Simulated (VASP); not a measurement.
All values below come from G0W0 on PBE orbitals, VASP's PBE PAW potentials (set 64) (plane waves; VASP).

A VASP calculation is set up with these files.

POSCAR:
```
MgS
1
    0.0000000000     2.6000000000     2.6000000000
    2.6000000000     0.0000000000     2.6000000000
    2.6000000000     2.6000000000     0.0000000000
Mg S
1 1
Direct
  0.0000000000   0.0000000000   0.0000000000
  0.5000000000   0.5000000000   0.5000000000
```

**INCAR**
```
# general
SYSTEM     =MgS
PREC       =Normal
ENCUT      =500
LREAL      =F
LASPH      =T
NBANDS     =64

# electronic loop
ALGO       =EVGW0

# smearing
ISMEAR     =0
SIGMA      =0.01

# functional
GGA        =PE

# output
LWAVE      =F
LCHARG     =F

# other
NELMGW     =1
NOMEGA     =64
ENCUTGW    =150
NBANDSGW   =16
LSPECTRALGW=T
```

### KPOINTS
```
Automatic mesh
0
Gamma
4 4 4
0 0 0
```

POTCAR, in this order: Mg_sv_GW S_GW (PBE.64 set). Program: vasp_std. Read from the step before: WAVECAR, WAVEDER.

The run wrote:

### OSZICAR
```
energies w=
    0.000    0.000    1.153    0.000    2.304    0.000    3.451    0.000
    4.590    0.000    5.721    0.000    6.841    0.000    7.949    0.000
    9.044    0.000   10.126    0.000   11.194    0.000   12.248    0.000
   13.287    0.000   14.313    0.000   15.327    0.000   16.328    0.000
   17.319    0.000   18.300    0.000   19.273    0.000   20.239    0.000
   21.200    0.000   22.158    0.000   23.114    0.000   24.070    0.000
   25.029    0.000   25.992    0.000   26.962    0.000   27.940    0.000
   28.931    0.000   29.935    0.000   30.956    0.000   31.998    0.000
   33.063    0.000   34.155    0.000   35.278    0.000   36.437    0.000
   37.636    0.000   38.882    0.000   40.179    0.000   41.535    0.000
   42.958    0.000   44.457    0.000   46.042    0.000   47.724    0.000
   49.518    0.000   51.440    0.000   53.508    0.000   55.745    0.000
   58.178    0.000   60.839    0.000   63.768    0.000   67.012    0.000
   70.632    0.000   74.703    0.000   79.321    0.000   84.610    0.000
   90.733    0.000   97.909    0.000  106.439    0.000  116.745    0.000
  129.448    0.000  145.482    0.000  166.344    0.000  194.564    0.000
NQ=   1    0.0000    0.0000    0.0000,
 performed         73000 updates of chi_q(r,r)
NQ=   2    0.2500    0.0000    0.0000,
 performed        220000 updates of chi_q(r,r)
NQ=   3    0.5000    0.0000    0.0000,
 performed        330000 updates of chi_q(r,r)
NQ=   4    0.2500    0.2500    0.0000,
 performed        463000 updates of chi_q(r,r)
NQ=   5    0.5000    0.2500    0.0000,
 performed        643000 updates of chi_q(r,r)
NQ=   6   -0.2500    0.2500    0.0000,
 performed        802000 updates of chi_q(r,r)
NQ=   7    0.5000    0.5000    0.0000,
 performed        904000 updates of chi_q(r,r)
NQ=   8   -0.2500    0.5000    0.2500,
 performed       1039000 updates of chi_q(r,r)
 resolving degeneracies of screened two electron integrals
```

OUTCAR:
```


 k-point   1 :       0.0000    0.0000    0.0000
  band No.  KS-energies  QP-energies   sigma(KS)   V_xc(KS)     V^pw_x(r,r')   Z            occupation Imag(sigma)

      1     -70.6516     -81.5271     -48.5298     -33.7301     -56.4677       0.7348       2.0000       0.7372
      2     -37.4070     -43.7477     -41.4687     -33.1153     -48.6204       0.7590       2.0000       0.4416
      3     -37.4070     -43.7477     -41.4687     -33.1153     -48.6204       0.7590       2.0000       0.4416
      4     -37.4070     -43.7477     -41.4687     -33.1153     -48.6204       0.7590       2.0000       0.4416
      5      -8.5820      -9.5214     -14.0641     -12.7631     -21.0326       0.7221       2.0000       1.8887
      6       4.0977       3.3433     -14.4230     -13.4467     -16.4462       0.7728       2.0000       0.2271
      7       4.0977       3.3433     -14.4230     -13.4467     -16.4462       0.7728       2.0000       0.2271
      8       4.0977       3.3433     -14.4230     -13.4467     -16.4462       0.7728       2.0000       0.2271
      9       7.8181       8.4999     -10.1492     -11.0042      -6.3108       0.7974       0.0000      -0.2366
     10      11.9965      12.7408      -8.5633      -9.5000      -4.3908       0.7946       0.0000      -0.2960
     11      11.9965      12.7408      -8.5633      -9.5000      -4.3908       0.7946       0.0000      -0.2960
     12      11.9965      12.7408      -8.5633      -9.5000      -4.3908       0.7946       0.0000      -0.2960
     13      14.3503      15.3449      -9.4420     -10.7166      -4.8438       0.7803       0.0000      -0.4014
     14      14.3503      15.3449      -9.4420     -10.7166      -4.8438       0.7803       0.0000      -0.4014
     15      16.6278      16.8523      -6.9758      -7.2611      -1.8250       0.7871       0.0000      -0.6254
     16      17.3513      18.1479      -9.4253     -10.4533      -3.9550       0.7749       0.0000      -0.7213

 k-point   2 :       0.2500    0.0000    0.0000
  band No.  KS-energies  QP-energies   sigma(KS)   V_xc(KS)     V^pw_x(r,r')   Z            occupation Imag(sigma)

      1     -70.6514     -81.5609     -48.5300     -33.7304     -56.4678       0.7372       2.0000       0.7372
      2     -37.4104     -43.6652     -41.4630     -33.1054     -48.6125       0.7484       2.0000       0.4430
      3     -37.4075     -43.7436     -41.4672     -33.1142     -48.6186       0.7585       2.0000       0.4415
      4     -37.4075     -43.7436     -41.4672     -33.1142     -48.6186       0.7585       2.0000       0.4415
      5      -8.0164      -8.8914     -14.2705     -13.0578     -21.1255       0.7215       2.0000       1.7631
      6       1.2804       0.3319     -13.2195     -11.9721     -15.7840       0.7604       2.0000       0.3330
      7       3.7736       2.9861     -14.2040     -13.1825     -16.2832       0.7710       2.0000       0.2358
      8       3.7736       2.9861     -14.2040     -13.1825     -16.2832       0.7710       2.0000       0.2358
      9       9.0518       9.6958      -9.4019     -10.2099      -5.5099       0.7970       0.0000      -0.2507
     10      11.8766      12.7044      -9.2349     -10.2805      -5.0031       0.7917       0.0000      -0.3141
     11      11.8766      12.7044      -9.2349     -10.2805      -5.0031       0.7917       0.0000      -0.3141
     12      12.3886      13.2230     -10.1531     -11.2246      -5.7055       0.7787       0.0000      -0.3540
     13      14.3185      15.1807      -9.1192     -10.2203      -4.4512       0.7831       0.0000      -0.4179
     14      14.3185      15.1807      -9.1192     -10.2203      -4.4512       0.7831       0.0000      -0.4179
     15      16.0053      16.6179      -8.7286      -9.5137      -3.4253       0.7803       0.0000      -0.6419
     16      21.2092      22.2032      -9.4085     -10.6650      -3.6238       0.7912       0.0000      -1.0510

 k-point   3 :       0.5000    0.0000    0.0000
  band No.  KS-energies  QP-energies   sigma(KS)   V_xc(KS)     V^pw_x(r,r')   Z            occupation Imag(sigma)

      1     -70.6504     -81.7091     -48.5299     -33.7302     -56.4674       0.7472       2.0000       0.7371
      2     -37.4138     -43.6369     -41.4563     -33.0957     -48.6037       0.7443       2.0000       0.4444
      3     -37.4080     -43.7330     -41.4655     -33.1129     -48.6167       0.7572       2.0000       0.4415
      4     -37.4080     -43.7330     -41.4655     -33.1129     -48.6167       0.7572       2.0000       0.4415
      5      -7.2614      -8.0390     -14.6906     -13.5997     -21.4043       0.7129       2.0000       1.5969
      6      -0.7524      -1.8701     -12.5598     -11.0643     -15.7849       0.7474       2.0000       0.4865
      7       3.5033       2.6840     -14.0652     -13.0008     -16.2143       0.7698       2.0000       0.2451
      8       3.5033       2.6840     -14.0652     -13.0008     -16.2143       0.7698       2.0000       0.2451
      9       8.6321       9.2142      -8.9524      -9.6803      -5.1872       0.7998       0.0000      -0.2379
     10      10.9743      11.7887      -9.3957     -10.4252      -5.3126       0.7911       0.0000      -0.2895
     11      10.9743      11.7887      -9.3957     -10.4252      -5.3126       0.7911       0.0000      -0.2895
     12      14.2338      15.1783     -10.7310     -11.9591      -5.5316       0.7691       0.0000      -0.5368
     13      16.2528      16.8118      -8.6165      -9.3418      -3.3333       0.7707       0.0000      -0.6129
     14      18.2693      19.4477     -10.1650     -11.6906      -4.8233       0.7724       0.0000      -0.6701
     15      18.2693      19.4477     -10.1650     -11.6906      -4.8233       0.7724       0.0000      -0.6701
     16      19.6399      20.2290      -8.1780      -8.9278      -2.5866       0.7857       0.0000      -0.8911

 k-point   4 :       0.2500    0.2500    0.0000
  band No.  KS-energies  QP-energies   sigma(KS)   V_xc(KS)     V^pw_x(r,r')   Z            occupation Imag(sigma)

      1     -70.6502     -81.7274     -48.5296     -33.7298     -56.4670       0.7485       2.0000       0.7371
      2     -37.4090     -43.7280     -41.4647     -33.1099     -48.6156       0.7563       2.0000       0.4423
      3     -37.4090     -43.7280     -41.4647     -33.1099     -48.6156       0.7563       2.0000       0.4423
      4     -37.4090     -43.7280     -41.4647     -33.1099     -48.6156       0.7563       2.0000       0.4423
      5      -7.8405      -8.6925     -14.3252     -13.1431     -21.1446       0.7208       2.0000       1.7241
      6       1.5389       0.6192     -13.3054     -12.0975     -15.7909       0.7615       2.0000       0.3174
      7       3.1247       2.2718     -13.9273     -12.8189     -16.1376       0.7695       2.0000       0.2558
      8       3.1247       2.2718     -13.9273     -12.8189     -16.1376       0.7695       2.0000       0.2558
      9       9.0941       9.8540      -9.9628     -10.9187      -6.0778       0.7950       0.0000      -0.2561
     10       9.6881      10.2474      -8.1000      -8.7972      -4.2372       0.8022       0.0000      -0.2507
     11      12.3224      13.1481     -10.2296     -11.2917      -5.7214       0.7774       0.0000      -0.3615
     12      14.2409      15.1158      -9.5204     -10.6411      -4.8350       0.7806       0.0000      -0.4188
     13      14.2409      15.1158      -9.5204     -10.6411      -4.8350       0.7806       0.0000      -0.4188
     14      15.3228      16.3645      -9.6109     -10.9469      -4.8005       0.7797       0.0000      -0.4695
     15      19.4535      20.2997      -9.2013     -10.2794      -3.5838       0.7849       0.0000      -0.8981
     16      19.4535      20.2997      -9.2013     -10.2794      -3.5838       0.7849       0.0000      -0.8981

 k-point   5 :       0.5000    0.2500    0.0000
  band No.  KS-energies  QP-energies   sigma(KS)   V_xc(KS)     V^pw_x(r,r')   Z            occupation Imag(sigma)

      1     -70.6505     -81.6911     -48.5298     -33.7305     -56.4673       0.7460       2.0000       0.7371
      2     -37.4125     -43.6561     -41.4577     -33.0996     -48.6069       0.7470       2.0000       0.4440
      3     -37.4093     -43.7216     -41.4633     -33.1093     -48.6145       0.7556       2.0000       0.4423
      4     -37.4093     -43.7216     -41.4633     -33.1093     -48.6145       0.7556       2.0000       0.4423
      5      -7.0997      -7.8591     -14.7250     -13.6614     -21.3990       0.7139       2.0000       1.5592
      6       0.0425      -1.0241     -12.7838     -11.3662     -15.7546       0.7524       2.0000       0.4178
      7       1.8840       0.9455     -13.2230     -11.9956     -15.6349       0.7646       2.0000       0.3005
      8       2.8889       2.0139     -13.8355     -12.6944     -16.1078       0.7668       2.0000       0.2645
      9       8.4890       9.1703      -9.3463     -10.1976      -5.5874       0.8003       0.0000      -0.2395
     10      10.8191      11.5503      -9.5808     -10.5078      -5.5489       0.7888       0.0000      -0.2853
     11      12.8925      13.6691      -9.5819     -10.5774      -5.0332       0.7800       0.0000      -0.3744
     12      13.0348      13.9500      -9.7622     -10.9325      -5.2545       0.7820       0.0000      -0.3758
     13      16.7600      17.6689     -10.2490     -11.4335      -4.7581       0.7673       0.0000      -0.6925
     14      18.4591      19.6005      -9.9775     -11.4553      -4.6020       0.7724       0.0000      -0.6894
     15      19.6566      20.3451      -8.4692      -9.3442      -2.9272       0.7868       0.0000      -0.8735
     16      20.3919      21.1576      -8.8772      -9.8505      -3.1410       0.7867       0.0000      -0.9801

 k-point   6 :      -0.2500    0.2500    0.0000
  band No.  KS-energies  QP-energies   sigma(KS)   V_xc(KS)     V^pw_x(r,r')   Z            occupation Imag(sigma)

      1     -70.6506     -81.5868     -48.5299     -33.7303     -56.4674       0.7390       2.0000       0.7371
      2     -37.4099     -43.6846     -41.4628     -33.1073     -48.6131       0.7510       2.0000       0.4426
      3     -37.4099     -43.6846     -41.4628     -33.1073     -48.6131       0.7510       2.0000       0.4426
      4     -37.4099     -43.6846     -41.4628     -33.1073     -48.6131       0.7510       2.0000       0.4426
      5      -7.3390      -8.1277     -14.5958     -13.4911     -21.3171       0.7140       2.0000       1.6125
...
```
(Selected blocks of OUTCAR.)

The mesh is coarse and the basis finite, so the quasiparticle values are not converged.

The compound is MgS in the rock salt structure. The cell was not relaxed at this level. The k-mesh is coarse (spacing up to 0.52 per Å, 2π included), so the numbers may not be converged in it.
